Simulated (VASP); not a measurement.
A run of VASP 6.6.1 is set up as follows.

INCAR

```
  ALGO = Normal
  EDIFF = 1E-7
  EDIFFG = -0.005
  ENCUT = 520
  GGA = PE
  IBRION = 2
  ISIF = 3
  ISMEAR = 0
  KPAR = 4
  LASPH = True
  LCHARG = False
  LREAL = False
  LWAVE = False
  NELM = 120
  NSW = 60
  POTIM = 0.3
  PREC = Accurate
  SIGMA = 0.1
```

File KPOINTS:

```
k-points
0
Gamma
  8 8 2
```

POSCAR

```
ScInTeSe                                
1.0
    4.0681694014      0.0000000000     -0.0000000000
   -2.0340847057      3.5231380461      0.0000000000
    0.0000000000     -0.0000000000     15.8773415137
  Sc              In              Te              Se            
     2     2     2     2
Direct
     0.0000000000000000    0.0000000000000000    0.4983764457069401
     1.0000000000000000    0.0000000000000000    0.9983764457069402
     0.6666666699999979    0.3333333300000021    0.2606799549459016
     0.3333333300000021    0.6666666699999979    0.7606799549459017
     0.6666666699999979    0.3333333300000021    0.6106239369103368
     0.3333333300000021    0.6666666699999979    0.1106239369103368
     0.3333333300000021    0.6666666699999979    0.4083579324368246
     0.6666666699999979    0.3333333300000021    0.9083579324368247
```

Potentials or basis: VASP PAW PBE potentials, release 64 (Sc_sv, In_d, Te, Se).

The run is started by

```console
$ cat potpaw_PBE.64/Sc_sv/POTCAR potpaw_PBE.64/In_d/POTCAR potpaw_PBE.64/Te/POTCAR potpaw_PBE.64/Se/POTCAR > POTCAR
$ mpirun -np 4 vasp_std > vasp.out
```

Problem. What does it give for the relaxed cell?

Solution. a = 4.066 Å, b = 4.066 Å, c = 15.885 Å, α = 90.00°, β = 90.00°, γ = 120.00°.

Problem. Estimate the relaxed volume.

Solution. 28.43 Å³/atom.

Problem. Predict the space group after relaxing (to 0.05 Å).

Solution. P6_3mc (No. 186).

Final structure:
```yaml
crystal:
  lattice:
    - [4.06633, 0.00000, 0.00000]
    - [-2.03317, 3.52155, 0.00000]
    - [0.00000, 0.00000, 15.88497]
  atoms:
    - { symbol: Sc, position: [0.00000, 0.00000, 0.49842] }
    - { symbol: Sc, position: [0.00000, 0.00000, 0.99842] }
    - { symbol: In, position: [0.66667, 0.33333, 0.26053] }
    - { symbol: In, position: [0.33333, 0.66667, 0.76053] }
    - { symbol: Te, position: [0.66667, 0.33333, 0.61074] }
    - { symbol: Te, position: [0.33333, 0.66667, 0.11074] }
    - { symbol: Se, position: [0.33333, 0.66667, 0.40835] }
    - { symbol: Se, position: [0.66667, 0.33333, 0.90835] }
```

Spin-orbit coupling is left out, which matters for the levels of Te.
